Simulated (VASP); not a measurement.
# RuF2 (Pa-3) in VASP: single point with r2SCAN

Aim: the single point of RuF2 with r2SCAN.

Program: VASP 6.6.1. These are calculated values, not measurements. Logs are shortened: lines on timing, memory, paths and dates and some standing lists are left out, and cuts for length are marked.

**1. The structure**

Symmetry: Pa-3, No. 205, cubic system. The conventional cell has a = 5.180 Å, b = 5.180 Å, c = 5.180 Å, α = 90.00°, β = 90.00°, γ = 90.00°. Ru (site symmetry -3) has 6 F at 2.12 Å as nearest neighbours. F (site symmetry 3) has 3 Ru at 2.12 Å as nearest neighbours.

The cell was built by a generator and needn't be a form met in nature.

**2. Single point, r2SCAN**

Input file POSCAR:

```
RuF2
1.0
    5.1797828100      0.0000000000      0.0000000000
    0.0000000000      5.1797828100      0.0000000000
    0.0000000000      0.0000000000      5.1797828100
Ru F
4 8
Direct
    0.0000000000      0.0000000000      0.0000000000
    0.5000000000      0.0000000000      0.5000000000
    0.5000000000      0.5000000000      0.0000000000
    0.0000000000      0.5000000000      0.5000000000
    0.3511500000      0.3511500000      0.3511500000
    0.1488500000      0.6488500000      0.8511500000
    0.8511500000      0.1488500000      0.6488500000
    0.6488500000      0.8511500000      0.1488500000
    0.6488500000      0.6488500000      0.6488500000
    0.8511500000      0.3511500000      0.1488500000
    0.1488500000      0.8511500000      0.3511500000
    0.3511500000      0.1488500000      0.8511500000
```

Input file INCAR.step1:

```
SYSTEM = RuF2
  PREC = Accurate
  ENCUT = 520
  ISMEAR = -1
  SIGMA = 0.1
  LREAL = .FALSE.
  LASPH = .TRUE.
  NELM = 100
  NBANDS = 68
  GGA = PE
  ALGO = Normal
  EDIFF = 1E-4
  LWAVE = .TRUE.
  LCHARG = .FALSE.
```

Input file INCAR.step2:

```
SYSTEM = RuF2
  PREC = Accurate
  ENCUT = 520
  EDIFF = 1E-6
  ISMEAR = -1
  SIGMA = 0.1
  LREAL = .FALSE.
  LASPH = .TRUE.
  NELM = 100
  ALGO = Normal
  ISIF = 2
  LWAVE = .FALSE.
  LCHARG = .TRUE.
  METAGGA = R2SCAN
  LMIXTAU = .TRUE.
  LELF = .TRUE.
  LVHAR = .TRUE.
  NBANDS = 68
  ISTART = 1
```

Input file KPOINTS:

```
Automatic mesh
0
G
  7 7 7
  0 0 0
```

Potentials or basis: VASP PAW PBE potentials, release 64 (Ru_pv, F).

Launch:

```
$ cat potpaw_PBE.64/Ru_pv/POTCAR potpaw_PBE.64/F/POTCAR > POTCAR
$ cp INCAR.step1 INCAR
$ mpirun -np 1 vasp_std > vasp.out
$ cp INCAR.step2 INCAR
$ mpirun -np 1 vasp_std > vasp.out
```

OUTCAR:

```text
SYSTEM = RuF2
   PREC = Accurate
   ENCUT = 520
   EDIFF = 1E-6
   ISMEAR = -1
   LREAL = .FALSE.
   LASPH = .TRUE.
   NELM = 100
   ISIF = 2
   METAGGA = R2SCAN
   ISTART = 1

 ion  position               nearest neighbor table
   1  0.000  0.000  0.000-   6 2.12   7 2.12   8 2.12  10 2.12  11 2.12  12 2.12
   2  0.500  0.000  0.500-   5 2.12   7 2.12   8 2.12   9 2.12  11 2.12  12 2.12
   3  0.500  0.500  0.000-   5 2.12   6 2.12   8 2.12   9 2.12  10 2.12  12 2.12
   4  0.000  0.500  0.500-   5 2.12   6 2.12   7 2.12   9 2.12  10 2.12  11 2.12
   5  0.351  0.351  0.351-   2 2.12   3 2.12   4 2.12
   6  0.149  0.649  0.851-   1 2.12   3 2.12   4 2.12
   7  0.851  0.149  0.649-   1 2.12   2 2.12   4 2.12
   8  0.649  0.851  0.149-   1 2.12   2 2.12   3 2.12
   9  0.649  0.649  0.649-   2 2.12   3 2.12   4 2.12
  10  0.851  0.351  0.149-   1 2.12   3 2.12   4 2.12
  11  0.149  0.851  0.351-   1 2.12   2 2.12   4 2.12
  12  0.351  0.149  0.851-   1 2.12   2 2.12   3 2.12

  LATTYP: Found a simple cubic cell.
 ALAT       =     5.1797828100

  Lattice vectors:

 A1 = (   5.1797828100,   0.0000000000,   0.0000000000)
 A2 = (   0.0000000000,   5.1797828100,   0.0000000000)
 A3 = (   0.0000000000,   0.0000000000,   5.1797828100)

Analysis of symmetry for initial positions (statically):
=====================================================================
 Subroutine PRICEL returns:
 Original cell was already a primitive cell.

 Routine SETGRP: Setting up the symmetry group for a
 simple cubic supercell.

 Subroutine GETGRP returns: Found 24 space group operations
 (whereof  6 operations were pure point group operations)
 out of a pool of 48 trial point group operations.

The static configuration has the point symmetry S_6 .
 The point group associated with its full space group is T_h .

Analysis of symmetry for dynamics (positions and initial velocities):
=====================================================================
 Subroutine PRICEL returns:
 Original cell was already a primitive cell.

 Routine SETGRP: Setting up the symmetry group for a
 simple cubic supercell.

 Subroutine GETGRP returns: Found 24 space group operations
 (whereof  6 operations were pure point group operations)
 out of a pool of 48 trial point group operations.

The dynamic configuration has the point symmetry S_6 .
 The point group associated with its full space group is T_h .

 Subroutine INISYM returns: Found 24 space group operations
 (whereof  6 operations are pure point group operations),
 and found     1 'primitive' translations

----------------------------------------------------------------------------------------

                                     Primitive cell

  volume of cell :     138.9743

  direct lattice vectors                    reciprocal lattice vectors
     5.179782810  0.000000000  0.000000000     0.193058288  0.000000000  0.000000000
     0.000000000  5.179782810  0.000000000     0.000000000  0.193058288  0.000000000
     0.000000000  0.000000000  5.179782810     0.000000000  0.000000000  0.193058288

  length of vectors
     5.179782810  5.179782810  5.179782810     0.193058288  0.193058288  0.193058288

  position of ions in fractional coordinates (direct lattice)
     0.000000000  0.000000000  0.000000000
     0.500000000  0.000000000  0.500000000
     0.500000000  0.500000000  0.000000000
     0.000000000  0.500000000  0.500000000
     0.351150000  0.351150000  0.351150000
     0.148850000  0.648850000  0.851150000
     0.851150000  0.148850000  0.648850000
     0.648850000  0.851150000  0.148850000
     0.648850000  0.648850000  0.648850000
     0.851150000  0.351150000  0.148850000
     0.148850000  0.851150000  0.351150000
     0.351150000  0.148850000  0.851150000

  ion indices of the primitive-cell ions
   primitive index   ion index
                 1           1
                 2           2
                 3           3
                 4           4
                 5           5
                 6           6
                 7           7
                 8           8
                 9           9
                10          10
                11          11
                12          12

----------------------------------------------------------------------------------------

 KPOINTS: Automatic mesh

Automatic generation of k-mesh.
 Grid dimensions read from file:
 generate k-points for:    7    7    7

 Generating k-lattice:

  Cartesian coordinates                     Fractional coordinates (reciprocal lattice)
     0.027579755  0.000000000  0.000000000     0.142857143  0.000000000  0.000000000
     0.000000000  0.027579755  0.000000000     0.000000000  0.142857143  0.000000000
     0.000000000  0.000000000  0.027579755     0.000000000  0.000000000  0.142857143

  Length of vectors
     0.027579755  0.027579755  0.027579755

  Shift w.r.t. Gamma in fractional coordinates (k-lattice)
     0.000000000  0.000000000  0.000000000

 Subroutine IBZKPT returns following result:
 ===========================================

 Found     24 irreducible k-points:

 Following reciprocal coordinates:
            Coordinates               Weight
  0.000000  0.000000  0.000000      1.000000
  0.142857  0.000000  0.000000      6.000000
  0.285714  0.000000  0.000000      6.000000
  0.428571  0.000000  0.000000      6.000000
  0.142857  0.142857  0.000000     12.000000
  0.285714  0.142857  0.000000     12.000000
[... 16 lines left out ...]
  0.428571  0.428571  0.285714     24.000000
  0.428571  0.428571  0.428571      8.000000
   k-points           NKPTS =     24   k-points in BZ     NKDIM =     24   number of bands    NBANDS=     68
   number of dos      NEDOS =    301   number of ions     NIONS =     12
   total plane-waves  NPLWV =  64000
   dimension x,y,z NGX =    40 NGY =   40 NGZ =   40
   dimension x,y,z NGXF=    80 NGYF=   80 NGZF=   80
   ions per type =               4   8
   NGX,Y,Z   is equivalent  to a cutoff of  12.84, 12.84, 12.84 a.u.
   NGXF,Y,Z  is equivalent  to a cutoff of  25.68, 25.68, 25.68 a.u.
 SYSTEM =  RuF2
   PREC   = accura    normal or accurate (medium, high low for compatibility)
   ISTART =      1    job   : 0-new  1-cont  2-samecut
   ICHARG =      0    charge: 1-file 2-atom 10-const
   ISPIN  =      1    spin polarized calculation?
   LNONCOLLINEAR =      F non collinear calculations
   LSORBIT =      F    spin-orbit coupling
   LASPH  =      T    aspherical Exc in radial PAW
   ENCUT  =  520.0 eV  38.22 Ry    6.18 a.u.   9.63  9.63  9.63*2*pi/ulx,y,z
   NELM   =    100;   NELMIN=  2; NELMDL=  0     # of ELM steps
   EDIFF  = 0.1E-05   stopping-criterion for ELM
   LREAL  =      F    real-space projection
[... 7 lines left out ...]
   TEBEG  =    0.0;   TEEND  =   0.0 temperature during run
   PSTRESS=    0.0 pullay stress
   NELECT =     112.0000    total number of electrons
   NUPDOWN=      -1.0000    fix difference up-down
   EMIN   =  10.00;   EMAX   =-10.00  energy-range for DOS
   EFERMI =   0.00;   METHOD = LEGACY
   ISMEAR =    -1;   SIGMA  =   0.10  broadening in eV -4-tet -1-fermi 0-gaus
   EFERMI_NEDOS =   21; number of points for ismear=-14 and -15
   IALGO  =     38    algorithm
   IMIX   =      4    mixing-type and parameters
     AMIX     =   0.40;   BMIX     =  1.00
     AMIX_MAG =   1.60;   BMIX_MAG =  1.00
  volume/ion in A,a.u.               =      11.58        78.15
  Fermi-wavevector in a.u.,A,eV,Ry     =   1.523477  2.878954 31.578887  2.320983
  Thomas-Fermi vector in A             =   2.631915
   LORBIT       =      0    0 simple, 1 ext, 2 COOP (PROOUT), +10 PAW based schemes
   METAGGA = R2SCAN    functional components
   LHFCALC =     F    Hartree Fock is set to
   AEXX    =    0.0000 exact exchange contribution
   IVDW    =     0    specifies the selected vdW correction
   LEPSILON=     F    determine dielectric tensor
   LRPA    =     F    only Hartree local field effects (RPA)
 non-spin polarized calculation
  energy-cutoff  :      520.00
  volume of cell :      138.97
 maximum number of plane-waves:      3783
 NGX is ok and might be reduce to    40
   NGX = 19   NGY = 19   NGZ = 19

 number of electron     112.0000034 magnetization

 Free energy of the ion-electron system (eV)
  ---------------------------------------------------
  ext. energy  EPLUGINS =         0.00000000
  ---------------------------------------------------
  free energy    TOTEN  =      -142.06071921 eV

  energy without entropy =     -142.05231422  energy(sigma->0) =     -142.05651671

 E-fermi :   6.1934     XC(G=0): -12.0626

 val. band max:        5.6619888708   @ k =   0.4286   0.4286   0.4286
 cond. band min:       6.6513555171   @ k =   0.0000   0.0000   0.0000
 fundamental gap:      0.9893666464
 Fermi energy:         6.1934149557

 k-point     1 :       0.0000    0.0000    0.0000
  band No.  band energies     occupation
      1     -38.0416      2.00000
      2     -38.0416      2.00000
      3     -38.0416      2.00000
      4     -37.9968      2.00000
      5     -37.9968      2.00000
      6     -37.9890      2.00000
[... 60 lines left out ...]
     67      14.0307      0.00000
     68      14.0307      0.00000

 k-point     2 :       0.1429    0.0000    0.0000
  band No.  band energies     occupation
      1     -38.0396      2.00000
      2     -38.0395      2.00000
      3     -38.0394      2.00000
      4     -37.9990      2.00000
      5     -37.9964      2.00000
      6     -37.9910      2.00000
[... 1551 lines left out ...]
     67      12.7601      0.00000
     68      13.4493      0.00000

 k-point    24 :       0.4286    0.4286    0.4286
  band No.  band energies     occupation
      1     -38.0362      2.00000
      2     -38.0346      2.00000
      3     -38.0346      2.00000
      4     -38.0335      2.00000
      5     -37.9892      2.00000
      6     -37.9892      2.00000
[... 60 lines left out ...]
     67      13.1315      0.00000
     68      13.2457      0.00000

------------------------ aborting loop because EDIFF is reached ----------------------------------------

  FORCE on cell =-STRESS in cart. coord.  units (eV):
  Direction    XX          YY          ZZ          XY          YZ          ZX
  --------------------------------------------------------------------------------------
  -------------------------------------------------------------------------------------
  Total       -3.3210310     -3.3210310     -3.3210310      0.0000000      0.0000000      0.0000000
  in kB      -38.2867820    -38.2867820    -38.2867820      0.0000000      0.0000000      0.0000000
  external PRESSURE =     -38.2867820 kB  Pullay stress =       0.0000000 kB

 VOLUME and BASIS-vectors are now :
 -----------------------------------------------------------------------------
  energy-cutoff  :      520.00
  volume of cell :      138.97
      direct lattice vectors                 reciprocal lattice vectors
     5.179782810  0.000000000  0.000000000     0.193058288  0.000000000  0.000000000
     0.000000000  5.179782810  0.000000000     0.000000000  0.193058288  0.000000000
     0.000000000  0.000000000  5.179782810     0.000000000  0.000000000  0.193058288

 POSITION                                       TOTAL-FORCE (eV/Angst)
 -----------------------------------------------------------------------------------
      0.00000      0.00000      0.00000         0.000000      0.000000      0.000000
      2.58989      0.00000      2.58989         0.000000      0.000000      0.000000
      2.58989      2.58989      0.00000         0.000000      0.000000      0.000000
      0.00000      2.58989      2.58989         0.000000      0.000000      0.000000
      1.81888      1.81888      1.81888        -0.029418     -0.029418     -0.029418
      0.77101      3.36090      4.40877         0.029418      0.029418     -0.029418
      4.40877      0.77101      3.36090        -0.029418      0.029418      0.029418
      3.36090      4.40877      0.77101         0.029418     -0.029418      0.029418
      3.36090      3.36090      3.36090         0.029418      0.029418      0.029418
      4.40877      1.81888      0.77101        -0.029418     -0.029418      0.029418
      0.77101      4.40877      1.81888         0.029418     -0.029418     -0.029418
      1.81888      0.77101      4.40877        -0.029418      0.029418     -0.029418
 -----------------------------------------------------------------------------------
    total drift:                                0.000000      0.000000      0.000000

  FREE ENERGIE OF THE ION-ELECTRON SYSTEM (eV)
  ---------------------------------------------------
  free  energy   TOTEN  =      -142.0607192089 eV

  energy  without entropy=     -142.0523142187  energy(sigma->0) =     -142.05651671
```

Wall time 7.4 min (1 thread of AMD EPYC 9R45 (Zen 5), shared host); peak memory 0.32 GiB.

What came out:

```
Free energy            : -142.0607 eV
Pressure               : -3.8 GPa
Largest force          : 0.051 eV/Å
Band gap on the k mesh : 0.99 eV, indirect (least direct gap 1.13 eV)
```

Forces in eV/Å, atoms in the order of the input:
```
Ru   0.000  0.000  0.000
Ru   0.000  0.000  0.000
Ru   0.000  0.000  0.000
Ru   0.000  0.000  0.000
F   -0.029 -0.029 -0.029
F    0.029  0.029 -0.029
F   -0.029  0.029  0.029
F    0.029 -0.029  0.029
F    0.029  0.029  0.029
F   -0.029 -0.029  0.029
F    0.029 -0.029 -0.029
F   -0.029  0.029 -0.029
```

Caveat: the PAW data sets were made with another functional, which shifts forces and pressure a little; an odd mesh through Γ misses points on the zone boundary, where band edges often lie. r2SCAN opens gaps a little over a GGA but as a rule still falls short of measured ones.
